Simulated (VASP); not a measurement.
Computed with vdW-DF-cx, VASP's PBE PAW potentials (set 64) (plane waves; VASP 6.6.1).

VASP ran on this input.

File POSCAR:
```
MnF2
1
    4.8144388584     0.0000000000     0.0000000000
    0.0000000000     4.8144388584     0.0000000000
    0.0000000000     0.0000000000     3.2667269263
Mn F
2 4
Direct
  0.0000000000   1.0000000000   0.0000000000
  0.5000000000   0.5000000000   0.5000000000
  0.3031342912   0.3031342912   0.0000000000
  0.8031342912   0.1968657088   0.5000000000
  0.1968657088   0.8031342912   0.5000000000
  0.6968657088   0.6968657088   0.0000000000
```

### KPOINTS
```
Automatic mesh
0
Gamma
5 5 7
0 0 0
```

**INCAR**
```
# general
SYSTEM  =MnF2
PREC    =Accurate
ENCUT   =520   # plane-wave cut-off (eV)
LREAL   =F
LASPH   =T   # aspherical one-centre terms

# electronic loop
EDIFF   =1E-7   # SCF stop (eV)
NELM    =100   # most electronic steps
ALGO    =Normal   # blocked Davidson
LMAXMIX =4   # l cut-off of mixed one-centre charges

# smearing
ISMEAR  =0   # Gaussian
SIGMA   =0.05   # width (eV)

# functional
GGA     =CX
LUSE_VDW=T
AGGAC   =0.0

# spin
ISPIN   =2   # spin-polarised
MAGMOM  =4.5 -4.5 -0.0 2*0.0 -0.0

# ions
IBRION  =2   # conjugate gradients
NSW     =30   # most ionic steps
ISIF    =4
EDIFFG  =-0.01   # ionic stop

# output
LWAVE   =F
LCHARG  =F
LORBIT  =10
```

POTCAR, in this order: Mn_pv F (PBE.64 set). Program: vasp_std.

The run wrote:

**OUTCAR**
```
 ion  position               nearest neighbor table
   1  0.000  0.000  0.000-   3 2.06   6 2.06   5 2.11   4 2.11   4 2.11   5 2.11
   2  0.500  0.500  0.500-   4 2.06   5 2.06   3 2.11   6 2.11   3 2.11   6 2.11
   3  0.303  0.303  0.000-   1 2.06   2 2.11   2 2.11
   4  0.803  0.197  0.500-   2 2.06   1 2.11   1 2.11
   5  0.197  0.803  0.500-   2 2.06   1 2.11   1 2.11
   6  0.697  0.697  0.000-   1 2.06   2 2.11   2 2.11
  LATTYP: Found a simple tetragonal cell.
 ALAT       =     4.8144388584
 C/A-ratio  =     0.6785270355
 Subroutine PRICEL returns:
 Original cell was already a primitive cell.
 Subroutine GETGRP returns: Found 16 space group operations
The static configuration has the point symmetry D_2h.
 The point group associated with its full space group is D_4h.
The dynamic configuration has the point symmetry D_2h.
The overall configuration has the point symmetry D_2h.
 Subroutine INISYM returns: Found 16 space group operations
 Subroutine IBZKPT returns following result:
 Found     24 irreducible k-points:

 Following reciprocal coordinates:
            Coordinates               Weight
  0.000000  0.000000  0.000000      1.000000
  0.200000  0.000000  0.000000      4.000000
...
```

File OSZICAR:
```
       N       E                     dE             d eps       ncg     rms          rms(c)
DAV:   1     0.728926476729E+03    0.72893E+03   -0.31565E+04  3184   0.193E+03
DAV:   2     0.455990388438E+02   -0.68333E+03   -0.66030E+03  3432   0.553E+02
DAV:   3    -0.263043203847E+02   -0.71903E+02   -0.71026E+02  3472   0.185E+02
DAV:   4    -0.283411506304E+02   -0.20368E+01   -0.19771E+01  3632   0.304E+01
DAV:   5    -0.283760497953E+02   -0.34899E-01   -0.34865E-01  3296   0.449E+00    0.214E+01
DAV:   6    -0.250193231797E+02    0.33567E+01   -0.23560E+01  3680   0.369E+01    0.156E+01
DAV:   7    -0.251396820488E+02   -0.12036E+00   -0.17662E+00  3248   0.104E+01    0.105E+01
DAV:   8    -0.249631731228E+02    0.17651E+00   -0.61365E-01  3160   0.700E+00    0.342E+00
DAV:   9    -0.251903230489E+02   -0.22715E+00   -0.17898E-01  3688   0.437E+00    0.973E-01
DAV:  10    -0.251945517693E+02   -0.42287E-02   -0.24484E-02  3288   0.105E+00    0.167E-01
DAV:  11    -0.251949640044E+02   -0.41224E-03   -0.64279E-04  3600   0.242E-01    0.685E-02
DAV:  12    -0.251953684287E+02   -0.40442E-03   -0.28589E-04  3344   0.119E-01    0.525E-02
DAV:  13    -0.251954464976E+02   -0.78069E-04   -0.67896E-05  3400   0.522E-02    0.110E-02
DAV:  14    -0.251954565744E+02   -0.10077E-04   -0.14924E-05  3456   0.276E-02    0.607E-03
DAV:  15    -0.251954580626E+02   -0.14881E-05   -0.11224E-06  3424   0.736E-03    0.293E-03
DAV:  16    -0.251954585286E+02   -0.46600E-06   -0.57512E-07  3040   0.453E-03    0.134E-03
DAV:  17    -0.251954583044E+02    0.22410E-06   -0.26943E-08  1848   0.116E-03    0.471E-04
DAV:  18    -0.251954582702E+02    0.34295E-07   -0.13791E-08  1736   0.806E-04
   1 F= -.25195458E+02 E0= -.25195458E+02  d E =-.251955E+02  mag=     0.0000
       N       E                     dE             d eps       ncg     rms          rms(c)
DAV:   1    -0.251963674010E+02   -0.90910E-03   -0.14900E-01  3072   0.287E+00    0.246E-01
DAV:   2    -0.251961381955E+02    0.22921E-03   -0.40113E-03  3640   0.477E-01    0.148E-01
DAV:   3    -0.251959367215E+02    0.20147E-03   -0.21338E-04  3872   0.124E-01    0.818E-02
DAV:   4    -0.251958935194E+02    0.43202E-04   -0.88599E-05  3632   0.697E-02    0.238E-02
DAV:   5    -0.251958945201E+02   -0.10007E-05   -0.86069E-06  3200   0.197E-02    0.137E-02
DAV:   6    -0.251958948306E+02   -0.31041E-06   -0.76268E-07  3928   0.694E-03    0.649E-03
DAV:   7    -0.251958947997E+02    0.30853E-07   -0.16806E-07  2368   0.342E-03
   2 F= -.25195895E+02 E0= -.25195895E+02  d E =-.436530E-03  mag=    -0.0000
       N       E                     dE             d eps       ncg     rms          rms(c)
DAV:   1    -0.251961829556E+02   -0.28813E-03   -0.51793E-02  3072   0.169E+00    0.145E-01
DAV:   2    -0.251961055911E+02    0.77365E-04   -0.13947E-03  3648   0.281E-01    0.871E-02
DAV:   3    -0.251960352796E+02    0.70312E-04   -0.74141E-05  3864   0.731E-02    0.482E-02
DAV:   4    -0.251960197827E+02    0.15497E-04   -0.30851E-05  3632   0.411E-02    0.140E-02
DAV:   5    -0.251960201960E+02   -0.41334E-06   -0.29992E-06  3232   0.116E-02    0.809E-03
DAV:   6    -0.251960203357E+02   -0.13970E-06   -0.25804E-07  2808   0.409E-03    0.382E-03
DAV:   7    -0.251960202800E+02    0.55745E-07   -0.67099E-08  1880   0.224E-03
   3 F= -.25196020E+02 E0= -.25196020E+02  d E =-.562010E-03  mag=    -0.0000
```

### OUTCAR
```
------------------------ aborting loop because EDIFF is reached ----------------------------------------
  FORCE on cell =-STRESS in cart. coord.  units (eV):
  Direction    XX          YY          ZZ          XY          YZ          ZX
  --------------------------------------------------------------------------------------
  Total        1.4239518      1.4239518      1.4932174      0.0000000      0.0000000      0.0000000
  in kB       30.1301777     30.1301777     31.5958058      0.0000000      0.0000000      0.0000000
  external PRESSURE =      30.6187204 kB  Pullay stress =       0.0000000 kB
  volume of cell :       75.72
      direct lattice vectors                 reciprocal lattice vectors
     4.809686883 -0.000000000  0.000000000     0.207913742  0.000000000  0.000000000
    -0.000000000  4.809686883  0.000000000     0.000000000  0.207913742  0.000000000
     0.000000000  0.000000000  3.273185175     0.000000000  0.000000000  0.305512810
 POSITION                                       TOTAL-FORCE (eV/Angst)
 -----------------------------------------------------------------------------------
      4.80969     -0.00000      0.00000        -0.000000      0.000000      0.000000
      2.40484      2.40484      1.63659        -0.000000      0.000000      0.000000
      1.45601      1.45601      0.00000        -0.004605     -0.004605     -0.000000
      3.86086      0.94883      1.63659        -0.004605      0.004605      0.000000
      0.94883      3.86086      1.63659         0.004605     -0.004605     -0.000000
      3.35367      3.35367      0.00000         0.004605      0.004605      0.000000
 -----------------------------------------------------------------------------------
    total drift:                                0.000000      0.000000     -0.000000
  FREE ENERGIE OF THE ION-ELECTRON SYSTEM (eV)
  ---------------------------------------------------
  free  energy   TOTEN  =       -25.1960202800 eV

  energy  without entropy=      -25.1960202800  energy(sigma->0) =      -25.19602028

 total charge

# of ion       s       p       d       tot
------------------------------------------
    1        0.170   6.159   4.980  11.309
    2        0.170   6.159   4.980  11.309
    3        1.731   4.366   0.000   6.098
    4        1.731   4.366   0.000   6.098
    5        1.731   4.366   0.000   6.098
    6        1.731   4.366   0.000   6.098
--------------------------------------------------
tot          7.265  29.784   9.959  47.008

 magnetization (x)

# of ion       s       p       d       tot
------------------------------------------
    1        0.016   0.017   4.483   4.516
    2       -0.016  -0.017  -4.483  -4.516
    3       -0.003  -0.022   0.000  -0.025
    4        0.003   0.022   0.000   0.025
    5        0.003   0.022   0.000   0.025
    6       -0.003  -0.022   0.000  -0.025
--------------------------------------------------
tot         -0.000   0.000   0.000   0.000

 reached required accuracy - stopping structural energy minimisation
```
(Selected blocks of OUTCAR.)

### CONTCAR
```
MnF2
   1.00000000000000
     4.8096868826085259   -0.0000000000000000    0.0000000000000000
    -0.0000000000000000    4.8096868826085259    0.0000000000000000
     0.0000000000000000    0.0000000000000000    3.2731851745068861
  Mn              F
     2     4
Direct
     1.0000000000000000    0.0000000000000000    0.0000000000000000
     0.5000000000000000    0.5000000000000000    0.5000000000000000
     0.3027252549336563    0.3027252549336563    0.0000000000000000
     0.8027252549336563    0.1972747450663437    0.5000000000000000
     0.1972747450663437    0.8027252549336563    0.5000000000000000
     0.6972747450663437    0.6972747450663437    0.0000000000000000
```

The compound is MnF2 in the rutile structure. This cell is one point of a volume scan, at 0.97 of the reference volume. Symmetry was kept, so distortions that lower it aren't found.
